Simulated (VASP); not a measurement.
An input for Ansatz (written as the equivalent of a VASP run, and not itself run):

Ansatz 0.2 input:
```yaml
crystal:
  lattice:
    - [1.6273421, -2.8186393, 0.0000000]
    - [1.6273421, 2.8186393, 0.0000000]
    - [0.0000000, 0.0000000, 5.2155303]
  atoms:
    - { symbol: Al, position: [0.6666670, 0.3333330, 0.5001242] }
    - { symbol: Al, position: [0.3333330, 0.6666670, 0.0001242] }
    - { symbol: N, position: [0.6666670, 0.3333330, 0.8818758] }
    - { symbol: N, position: [0.3333330, 0.6666670, 0.3818758] }
kpoints:
  mp_grid: { grid: [10, 10, 6] }
hamiltonian:
  xc: pbe
  pseudopotentials: { kind: paw }
scf:
  occupations: { method: gaussian, width: 0.05 }
  max_iter: 100
relax:
  max_steps: 30
  f_tol: 0.01
output: { forces: true, stress: true, eigenvalues: true }
```

Task: Translate this input to VASP (INCAR, KPOINTS, POSCAR, choice of POTCAR).

Result: One answer among several that fit: 
File POSCAR:
```
AlN
1
    1.6273421384    -2.8186392589     0.0000000000
    1.6273421384     2.8186392589     0.0000000000
    0.0000000000     0.0000000000     5.2155303415
Al N
2 2
Direct
  0.6666670000   0.3333330000   0.5001241754
  0.3333330000   0.6666670000   0.0001241754
  0.6666670000   0.3333330000   0.8818758246
  0.3333330000   0.6666670000   0.3818758246
```

### INCAR
```
# general
SYSTEM = AlN
PREC   = Accurate
ENCUT  = 600   # plane-wave cut-off (eV)
LREAL  = F   # projection in real space or not
LASPH  = T   # aspherical one-centre terms

# electronic loop
EDIFF  = 1E-7
NELM   = 100   # most electronic steps
ALGO   = Normal   # blocked Davidson

# smearing
ISMEAR = 0   # Gaussian
SIGMA  = 0.05   # width (eV)

# functional
GGA    = PE   # PBE

# ions
IBRION = 2
NSW    = 30   # most ionic steps
ISIF   = 2
EDIFFG = -0.01   # ionic stop

# output
LWAVE  = F
LCHARG = F
```

KPOINTS:
```
Automatic mesh
0
Gamma
10 10 6
0 0 0
```

POTCAR, in this order: Al N (PBE.64 set). Program: vasp_std.

Limits of the translation: each code has its own PAW files, so the cut-off isn't converted (ENCUT is set for VASP's; basis.ecutwfc is left out, and Ansatz then takes the one that its files recommend); Ansatz stops its SCF on the density residual and VASP on the energy change (EDIFF).

The compound is AlN in the wurtzite structure. This cell was strained or had an atom moved on purpose. Symmetry was kept, so distortions that lower it aren't found.
